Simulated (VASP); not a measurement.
The system is SiSe.

```
CELL_PARAMETERS angstrom
3.59520 0.00000 0.00000
-1.79760 3.11353 0.00000
0.00000 0.00000 3.59873
ATOMIC_POSITIONS crystal
Si 0.66667 0.33333 0.50000
Se 0.00000 0.00000 0.00000
```

The cell was built by a generator and needn't be a form met in nature.

- Program: VASP 6.6.1
- Task: single point
- Functional: PBE
- Potentials or basis: VASP PAW PBE potentials, release 64 (Si, Se)
- Cutoff: 520 eV
- k mesh: 9 × 9 × 7
- Occupations: fermi-dirac, width 0.05 eV
- Spin: no spin polarisation

On this cell: pressure 0.4 GPa; largest force under 0.003 eV/Å; band gap on the k mesh none (metal or under the smearing width).

The same run follows on a disturbed copy (atoms moved at random, drawn with an rms of 0.05 Å):

```
Si Se
1.0
     3.59520    0.00000    0.00000
    -1.79760    3.11353    0.00000
     0.00000    0.00000    3.59873
Si Se
1 1
Direct
  0.66090 0.33920 0.49808
  0.00486 0.99729 0.00017
```

What changes?

The energy (extrapolated to zero smearing) moves by +1.1 meV/atom; pressure 0.4 GPa; largest force 0.080 eV/Å; band gap on the k mesh none (metal or under the smearing width).

Forces on the atoms (eV/Å):
```
Si   0.068 -0.035 -0.025
Se  -0.068  0.035  0.025
```

Stress tensor (GPa, compression positive):
```
 0.14  0.06  0.03
 0.06  0.21 -0.01
 0.03 -0.01  0.97
```
